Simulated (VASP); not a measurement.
An input for Ansatz (written as the equivalent of a VASP run, and not itself run):

Ansatz 0.2 input:
```yaml
crystal:
  lattice:
    - [0.0000000, 3.3558350, 3.3558350]
    - [3.3558350, 0.0000000, 3.3558350]
    - [3.3558350, 3.3558350, 0.0000000]
  atoms:
    - { symbol: Sr, position: [-0.0041240, -0.0111250, 0.0211890] }
    - { symbol: Te, position: [0.5041240, 0.5111250, 0.4788110] }
kpoints:
  mp_grid: { grid: [6, 6, 6] }
hamiltonian:
  xc: pbe
  pseudopotentials: { kind: paw }
scf:
  occupations: { method: gaussian, width: 0.01 }
  max_iter: 100
relax:
  max_steps: 50
  f_tol: 0.01
  cell: {}
output: { forces: true, stress: true, eigenvalues: true }
```

### Question
Write the VASP files for the same calculation (PBE).

### Answer
This is not unique; one that fits is 
**KPOINTS**
```
Automatic mesh
0
Gamma
6 6 6
0 0 0
```

### INCAR
```
! general
SYSTEM =SrTe
PREC   =Accurate
ENCUT  =300   ! plane-wave cut-off (eV)
LREAL  =.FALSE.
LASPH  =.TRUE.

! electronic loop
EDIFF  =1E-6   ! SCF stop (eV)
NELM   =100
ALGO   =Normal   ! blocked Davidson
LMAXMIX=4   ! l cut-off of mixed one-centre charges

! smearing
ISMEAR =0   ! Gaussian
SIGMA  =0.01

! functional
GGA    =PE   ! PBE

! ions
IBRION =2
NSW    =50
ISIF   =3   ! ions, shape and volume
EDIFFG =-0.01   ! ionic stop

! output
LWAVE  =.FALSE.
LCHARG =.FALSE.
```

**POSCAR**
```
SrTe
1
    0.0000000000     3.3558350000     3.3558350000
    3.3558350000     0.0000000000     3.3558350000
    3.3558350000     3.3558350000     0.0000000000
Sr Te
1 1
Direct
 -0.0041240000  -0.0111250000   0.0211890000
  0.5041240000   0.5111250000   0.4788110000
```

POTCAR, in this order: Sr_sv Te (PBE.64 set). Program: vasp_std.

What does not carry over: each code has its own PAW files, so the cut-off isn't converted (ENCUT is set for VASP's; basis.ecutwfc is left out, and Ansatz then takes the one that its files recommend); Ansatz stops its SCF on the density residual and VASP on the energy change (EDIFF).

The structure comes from a computed database's SrTe entry; how it stands against other phases isn't given here. In the starting cell atoms are displaced from their ideal sites. This run relaxes it. The run is one of a series of settings (EDIFFG = -0.01, IBRION = 2, ISIF = 3, NSW = 50 against the base run), some of them coarse on purpose.
